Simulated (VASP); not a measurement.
# Be3SnCl2 (P6/mmm) in VASP: notebook

One crystal, Be3SnCl2, is run at these levels: PBE; tasks: single point.

Everything below comes from runs of VASP 6.6.1. Logs are shortened: lines on timing, memory, paths and dates and some standing lists are left out, and cuts for length are marked.

### Step 1. The cell of the first run

It takes space group P6/mmm (No. 191, hexagonal). Conventional cell: a = 5.415 Å, b = 5.415 Å, c = 4.447 Å, α = 90.00°, β = 90.00°, γ = 120.00°. Around Be (site symmetry mmm) lie 4 Be at 2.71 Å and 4 Cl at 2.72 Å. Sn (site symmetry 6/mmm) is surrounded by 6 Cl at 3.13 Å and 12 Be at 3.50 Å. Cl (site symmetry -6m2) is surrounded by 6 Be at 2.72 Å.

The cell was built by a generator and needn't be a form met in nature.

### Step 2. Single point, PBE (species swapped into the LaCo3Ni2 type (P6/mmm, No. 191))

The input, INCAR:

```
  ALGO = Normal
  EDIFF = 1E-6
  ENCUT = 520
  GGA = PE
  ISIF = 2
  ISMEAR = 0
  LASPH = T
  LCHARG = F
  LREAL = F
  LWAVE = F
  NBANDS = 26
  NELM = 80
  PREC = Accurate
  SIGMA = 0.1
```

The input, KPOINTS:

```
k-points
0
Gamma
  6 6 4
```

The input, POSCAR:

```
Be3SnCl2
1.0
    5.4151588200      0.0000000000      0.0000000000
   -2.7075794100      4.6896651000      0.0000000000
    0.0000000000      0.0000000000      4.4474541400
Be Sn Cl
3 1 2
Direct
    0.0000000000      0.5000000000      0.5000000000
    0.5000000000      0.5000000000      0.5000000000
    0.5000000000      0.0000000000      0.5000000000
    0.0000000000      0.0000000000      0.0000000000
    0.6666666700      0.3333333300      0.0000000000
    0.3333333300      0.6666666700      0.0000000000
```

Potentials or basis: VASP PAW PBE potentials, release 64 (Be, Sn_d, Cl).

Launch:

```console
> cat potpaw_PBE.64/Be/POTCAR potpaw_PBE.64/Sn_d/POTCAR potpaw_PBE.64/Cl/POTCAR > POTCAR
> mpirun -np 1 vasp_std > vasp.out
```

OUTCAR:

```text
EDIFF = 1E-6
   ENCUT = 520
   GGA = PE
   ISIF = 2
   ISMEAR = 0
   LASPH = T
   LREAL = F
   NELM = 80
   PREC = Accurate

 ion  position               nearest neighbor table
   1  0.000  0.500  0.500-
   2  0.500  0.500  0.500-
   3  0.500  0.000  0.500-
   4  0.000  0.000  0.000-   5 3.13   6 3.13   6 3.13   5 3.13   5 3.13   6 3.13
   5  0.667  0.333  0.000-   4 3.13   4 3.13   4 3.13
   6  0.333  0.667  0.000-   4 3.13   4 3.13   4 3.13

  LATTYP: Found a hexagonal cell.
 ALAT       =     5.4151588200
 C/A-ratio  =     0.8212970825

  Lattice vectors:

 A1 = (   5.4151588200,   0.0000000000,   0.0000000000)
 A2 = (  -2.7075794100,   4.6896651000,   0.0000000000)
 A3 = (   0.0000000000,   0.0000000000,   4.4474541400)

Analysis of symmetry for initial positions (statically):
=====================================================================
 Subroutine PRICEL returns:
 Original cell was already a primitive cell.

 Routine SETGRP: Setting up the symmetry group for a
 hexagonal supercell.

 Subroutine GETGRP returns: Found 24 space group operations
 (whereof 24 operations were pure point group operations)
 out of a pool of 24 trial point group operations.

The static configuration has the point symmetry D_6h.

Analysis of symmetry for dynamics (positions and initial velocities):
=====================================================================
 Subroutine PRICEL returns:
 Original cell was already a primitive cell.

 Routine SETGRP: Setting up the symmetry group for a
 hexagonal supercell.

 Subroutine GETGRP returns: Found 24 space group operations
 (whereof 24 operations were pure point group operations)
 out of a pool of 24 trial point group operations.

The dynamic configuration has the point symmetry D_6h.

 Subroutine INISYM returns: Found 24 space group operations
 (whereof 24 operations are pure point group operations),
 and found     1 'primitive' translations

----------------------------------------------------------------------------------------

                                     Primitive cell

  volume of cell :     112.9443

  direct lattice vectors                    reciprocal lattice vectors
     5.415158820  0.000000000  0.000000000     0.184666791  0.106617421  0.000000000
    -2.707579410  4.689665100  0.000000000     0.000000000  0.213234843  0.000000000
     0.000000000  0.000000000  4.447454140     0.000000000  0.000000000  0.224847737

  length of vectors
     5.415158820  5.415158817  4.447454140     0.213234843  0.213234843  0.224847737

  position of ions in fractional coordinates (direct lattice)
     0.000000000  0.500000000  0.500000000
     0.500000000  0.500000000  0.500000000
     0.500000000  0.000000000  0.500000000
     0.000000000  0.000000000  0.000000000
     0.666666670  0.333333330  0.000000000
     0.333333330  0.666666670  0.000000000

  ion indices of the primitive-cell ions
   primitive index   ion index
                 1           1
                 2           2
                 3           3
                 4           4
                 5           5
                 6           6

----------------------------------------------------------------------------------------

 KPOINTS: k-points

Automatic generation of k-mesh.
 Grid dimensions read from file:
 generate k-points for:    6    6    4

 Generating k-lattice:

  Cartesian coordinates                     Fractional coordinates (reciprocal lattice)
     0.030777798  0.017769570  0.000000000     0.166666667 -0.000000000  0.000000000
     0.000000000  0.035539140  0.000000000     0.000000000  0.166666667  0.000000000
     0.000000000  0.000000000  0.056211934     0.000000000  0.000000000  0.250000000

  Length of vectors
     0.035539140  0.035539140  0.056211934

  Shift w.r.t. Gamma in fractional coordinates (k-lattice)
     0.000000000  0.000000000  0.000000000

 Subroutine IBZKPT returns following result:
 ===========================================

 Found     21 irreducible k-points:

 Following reciprocal coordinates:
            Coordinates               Weight
  0.000000  0.000000  0.000000      1.000000
  0.166667  0.000000  0.000000      6.000000
  0.333333  0.000000  0.000000      6.000000
  0.500000  0.000000  0.000000      3.000000
  0.166667  0.166667  0.000000      6.000000
  0.333333  0.166667  0.000000     12.000000
[... 13 lines left out ...]
  0.333333  0.166667  0.500000     12.000000
  0.333333  0.333333  0.500000      2.000000
   k-points           NKPTS =     21   k-points in BZ     NKDIM =     21   number of bands    NBANDS=     26
   number of dos      NEDOS =    301   number of ions     NIONS =      6
   total plane-waves  NPLWV =  57600
   dimension x,y,z NGX =    40 NGY =   40 NGZ =   36
   dimension x,y,z NGXF=    80 NGYF=   80 NGZF=   72
   ions per type =               3   1   2
   NGX,Y,Z   is equivalent  to a cutoff of  12.28, 12.28, 13.46 a.u.
   NGXF,Y,Z  is equivalent  to a cutoff of  24.56, 24.56, 26.91 a.u.
 SYSTEM =  unknown system
   PREC   = accura    normal or accurate (medium, high low for compatibility)
   ISTART =      0    job   : 0-new  1-cont  2-samecut
   ICHARG =      2    charge: 1-file 2-atom 10-const
   ISPIN  =      1    spin polarized calculation?
   LNONCOLLINEAR =      F non collinear calculations
   LSORBIT =      F    spin-orbit coupling
   LASPH  =      T    aspherical Exc in radial PAW
   ENCUT  =  520.0 eV  38.22 Ry    6.18 a.u.  10.07 10.07  8.27*2*pi/ulx,y,z
   NELM   =     80;   NELMIN=  2; NELMDL= -5     # of ELM steps
   EDIFF  = 0.1E-05   stopping-criterion for ELM
   LREAL  =      F    real-space projection
   EDIFFG = 0.1E-04   stopping-criterion for IOM
   NSW    =      0    number of steps for IOM
   IBRION =     -1    ionic relax: 0-MD 1-quasi-New 2-CG
   NFREE  =      0    steps in history (QN), initial steepest desc. (CG)
   ISIF   =      2    stress and relaxation
   ISYM   =      2    0-nonsym 1-usesym 2-fastsym
   POTIM  = 0.5000    time-step for ionic-motion
   TEBEG  =    0.0;   TEEND  =   0.0 temperature during run
   PSTRESS=    0.0 pullay stress
   NELECT =      34.0000    total number of electrons
   NUPDOWN=      -1.0000    fix difference up-down
   EMIN   =  10.00;   EMAX   =-10.00  energy-range for DOS
   EFERMI =   0.00;   METHOD = LEGACY
   ISMEAR =     0;   SIGMA  =   0.10  broadening in eV -4-tet -1-fermi 0-gaus
   EFERMI_NEDOS =   21; number of points for ismear=-14 and -15
   IALGO  =     38    algorithm
   IMIX   =      4    mixing-type and parameters
     AMIX     =   0.40;   BMIX     =  1.00
     AMIX_MAG =   1.60;   BMIX_MAG =  1.00
  volume/ion in A,a.u.               =      18.82       127.03
  Fermi-wavevector in a.u.,A,eV,Ry     =   1.097184  2.073378 16.378879  1.203814
  Thomas-Fermi vector in A             =   2.233540
   LORBIT       =      0    0 simple, 1 ext, 2 COOP (PROOUT), +10 PAW based schemes
   GGA     = PE    functional components
   LHFCALC =     F    Hartree Fock is set to
   AEXX    =    0.0000 exact exchange contribution
   IVDW    =     0    specifies the selected vdW correction
   LEPSILON=     F    determine dielectric tensor
   LRPA    =     F    only Hartree local field effects (RPA)
 non-spin polarized calculation
 Gauss-broadening in eV      SIGMA  =   0.10
  energy-cutoff  :      520.00
  volume of cell :      112.94
 maximum number of plane-waves:      3058
   NGX = 21   NGY = 21   NGZ = 17

 number of electron      33.9999992 magnetization

 Free energy of the ion-electron system (eV)
  ---------------------------------------------------
  ext. energy  EPLUGINS =         0.00000000
  ---------------------------------------------------
  free energy    TOTEN  =       -14.48721034 eV

  energy without entropy =      -14.46633918  energy(sigma->0) =      -14.47677476

 E-fermi :   5.2694     XC(G=0):  -9.4338

 val. band max:        5.2682007098   @ k =   0.3333   0.0000   0.0000
 cond. band min:       5.2737231588   @ k =   0.3333   0.0000   0.0000
 fundamental gap:      0.0055224490
 Fermi energy:         5.2693553664

 k-point     1 :       0.0000    0.0000    0.0000
  band No.  band energies     occupation
      1     -17.3449      2.00000
      2     -17.3449      2.00000
      3     -17.2409      2.00000
      4     -17.2409      2.00000
      5     -17.2177      2.00000
      6     -12.1138      2.00000
[... 18 lines left out ...]
     25       8.7689      0.00000
     26      11.3638      0.00000

 k-point     2 :       0.1667    0.0000    0.0000
  band No.  band energies     occupation
      1     -17.3457      2.00000
      2     -17.3446      2.00000
      3     -17.2410      2.00000
      4     -17.2410      2.00000
      5     -17.2169      2.00000
      6     -12.0529      2.00000
[... 18 lines left out ...]
     25       8.9902      0.00000
     26      11.6926      0.00000

 k-point     3 :       0.3333    0.0000    0.0000
  band No.  band energies     occupation
      1     -17.3472      2.00000
      2     -17.3438      2.00000
      3     -17.2413      2.00000
      4     -17.2410      2.00000
      5     -17.2153      2.00000
      6     -11.8922      2.00000
[... 18 lines left out ...]
     25       9.2398      0.00000
     26      10.9622      0.00000

 k-point     4 :       0.5000    0.0000    0.0000
  band No.  band energies     occupation
      1     -17.3479      2.00000
      2     -17.3434      2.00000
      3     -17.2414      2.00000
      4     -17.2410      2.00000
      5     -17.2144      2.00000
      6     -11.7604      2.00000
[... 18 lines left out ...]
     25       9.9487      0.00000
     26      10.1426      0.00000

 k-point     5 :       0.1667    0.1667    0.0000
  band No.  band energies     occupation
      1     -17.3465      2.00000
      2     -17.3443      2.00000
      3     -17.2412      2.00000
      4     -17.2410      2.00000
      5     -17.2157      2.00000
      6     -11.9398      2.00000
[... 18 lines left out ...]
     25       9.5685      0.00000
     26      11.2018      0.00000

 k-point     6 :       0.3333    0.1667    0.0000
  band No.  band energies     occupation
      1     -17.3472      2.00000
      2     -17.3442      2.00000
      3     -17.2413      2.00000
      4     -17.2411      2.00000
      5     -17.2145      2.00000
      6     -11.7603      2.00000
[... 340 lines left out ...]
 k-point    18 :       0.5000    0.0000    0.5000
  band No.  band energies     occupation
      1     -17.3477      2.00000
      2     -17.3432      2.00000
      3     -17.2435      2.00000
      4     -17.2431      2.00000
      5     -17.2078      2.00000
      6     -11.6903      2.00000
[... 18 lines left out ...]
     25       9.6584      0.00000
     26      10.1082      0.00000

 k-point    19 :       0.1667    0.1667    0.5000
  band No.  band energies     occupation
      1     -17.3463      2.00000
      2     -17.3441      2.00000
      3     -17.2433      2.00000
      4     -17.2431      2.00000
      5     -17.2091      2.00000
      6     -11.8665      2.00000
[... 18 lines left out ...]
     25      10.0611      0.00000
     26      10.9157      0.00000

 k-point    20 :       0.3333    0.1667    0.5000
  band No.  band energies     occupation
      1     -17.3469      2.00000
      2     -17.3440      2.00000
      3     -17.2434      2.00000
      4     -17.2432      2.00000
      5     -17.2078      2.00000
      6     -11.6898      2.00000
[... 18 lines left out ...]
     25       9.5883      0.00000
     26      10.6391      0.00000

 k-point    21 :       0.3333    0.3333    0.5000
  band No.  band energies     occupation
      1     -17.3455      2.00000
      2     -17.3455      2.00000
      3     -17.2433      2.00000
      4     -17.2433      2.00000
      5     -17.2074      2.00000
      6     -11.5076      2.00000
[... 18 lines left out ...]
     25      10.5714      0.00000
     26      10.9263      0.00000

------------------------ aborting loop because EDIFF is reached ----------------------------------------

  FORCE on cell =-STRESS in cart. coord.  units (eV):
  Direction    XX          YY          ZZ          XY          YZ          ZX
  --------------------------------------------------------------------------------------
  -------------------------------------------------------------------------------------
  Total       -3.5053816     -3.5053816      0.8116226      0.0000000      0.0000000      0.0000000
  in kB      -49.7257538    -49.7257537     11.5133108      0.0000000      0.0000000      0.0000000
  external PRESSURE =     -29.3127322 kB  Pullay stress =       0.0000000 kB

 VOLUME and BASIS-vectors are now :
 -----------------------------------------------------------------------------
  energy-cutoff  :      520.00
  volume of cell :      112.94
      direct lattice vectors                 reciprocal lattice vectors
     5.415158820  0.000000000  0.000000000     0.184666791  0.106617421  0.000000000
    -2.707579410  4.689665100  0.000000000     0.000000000  0.213234843  0.000000000
     0.000000000  0.000000000  4.447454140     0.000000000  0.000000000  0.224847737

 POSITION                                       TOTAL-FORCE (eV/Angst)
 -----------------------------------------------------------------------------------
     -1.35379      2.34483      2.22373        -0.000000      0.000000      0.000000
      1.35379      2.34483      2.22373        -0.000000      0.000000      0.000000
      2.70758      0.00000      2.22373        -0.000000      0.000000      0.000000
      0.00000      0.00000      0.00000        -0.000000      0.000000      0.000000
      2.70758      1.56322      0.00000        -0.000000      0.000000      0.000000
     -0.00000      3.12644      0.00000         0.000000      0.000000     -0.000000
 -----------------------------------------------------------------------------------
    total drift:                                0.000000     -0.000000     -0.000000

  FREE ENERGIE OF THE ION-ELECTRON SYSTEM (eV)
  ---------------------------------------------------
  free  energy   TOTEN  =       -14.4872103440 eV

  energy  without entropy=      -14.4663391815  energy(sigma->0) =      -14.47677476
```

Wall time 34 s (1 thread of Intel Xeon Platinum 8488C (Sapphire Rapids), shared host); peak memory 0.25 GiB.

Results:

```
Free energy            : -14.4872 eV
Pressure               : -2.9 GPa
Band gap on the k mesh : none (metal or under the smearing width)
```

Levels at points of the mesh, in eV from the Fermi level:
```tsv
k point	band 13	band 14	band 15	band 16	band 17	band 18	band 19	band 20	band 21	band 22
(0.00, 0.00, 0.00)	-5.12	-4.65	-3.33	-1.08	0.14	0.14	1.33	2.52	2.52	2.73
(0.50, 0.00, 0.00)	-4.06	-3.81	-3.03	-2.26	-0.05	0.46	0.67	1.26	2.34	2.35
(0.00, 0.00, 0.50)	-4.77	-4.77	-1.66	-0.18	-0.18	0.24	0.24	1.67	1.67	1.97
(0.50, 0.00, 0.50)	-3.89	-3.67	-3.25	-1.29	0.11	0.72	1.39	1.54	3.19	3.37
```

### Step 3. Single point, PBE (species swapped into the LaCo3Ni2 type (P6/mmm, No. 191))

The input, INCAR:

```
SYSTEM = Be3SnCl2
ALGO = Fast
EDIFF = 1E-6
ENCUT = 520
GGA = PE
ISIF = 2
ISMEAR = 0
LASPH = .TRUE.
LCHARG = .TRUE.
LELF = .TRUE.
LREAL = .FALSE.
LVHAR = .TRUE.
LWAVE = .FALSE.
NBANDS = 26
NELM = 100
PREC = Accurate
SIGMA = 0.1
```

The input, KPOINTS:

```
k-points
0
G
  12 12 8
  0 0 0
```

The input, POSCAR:

```
Be3SnCl2
1.0
    4.9434884510      0.0000000000      0.0000000000
   -2.4717442255      4.2811865819      0.0000000000
    0.0000000000      0.0000000000      5.5880103191
Be Sn Cl
3 1 2
Direct
    0.0000000000      0.5000000000      0.5000000000
    0.5000000000      0.5000000000      0.5000000000
    0.5000000000      0.0000000000      0.5000000000
    0.0000000000      0.0000000000      0.0000000000
    0.6666666667      0.3333333333      0.0000000000
    0.3333333333      0.6666666667      0.0000000000
```

Potentials or basis: VASP PAW PBE potentials, release 64 (Be, Sn_d, Cl).

Launch:

```console
> cat potpaw_PBE.64/Be/POTCAR potpaw_PBE.64/Sn_d/POTCAR potpaw_PBE.64/Cl/POTCAR > POTCAR
> mpirun -np 1 vasp_std > vasp.out
```

Wall time 5 min (1 thread of Intel Xeon Platinum 8488C (Sapphire Rapids), shared host); peak memory 0.43 GiB.

The run converged. Its results:

```
Free energy            : -15.4950 eV
Pressure               : 0.0 GPa
Band gap on the k mesh : none (metal or under the smearing width)
```

Levels at points of the mesh, in eV from the Fermi level:
| k point | band 13 | band 14 | band 15 | band 16 | band 17 | band 18 | band 19 | band 20 | band 21 | band 22 |
| --- | --- | --- | --- | --- | --- | --- | --- | --- | --- | --- |
| (0.00, 0.00, 0.00) | -4.05 | -4.05 | -3.09 | -1.37 | 0.91 | 0.91 | 1.10 | 2.90 | 2.90 | 3.99 |
| (0.50, 0.00, 0.00) | -3.15 | -3.05 | -2.07 | -2.02 | -0.11 | 0.08 | 0.28 | 3.17 | 3.17 | 3.31 |
| (0.00, 0.00, 0.50) | -3.97 | -3.72 | -2.44 | -0.22 | 0.60 | 0.60 | 0.60 | 1.55 | 2.03 | 2.03 |
| (0.50, 0.00, 0.50) | -2.39 | -2.00 | -1.99 | -1.69 | -0.63 | -0.28 | 1.22 | 2.75 | 3.24 | 3.30 |
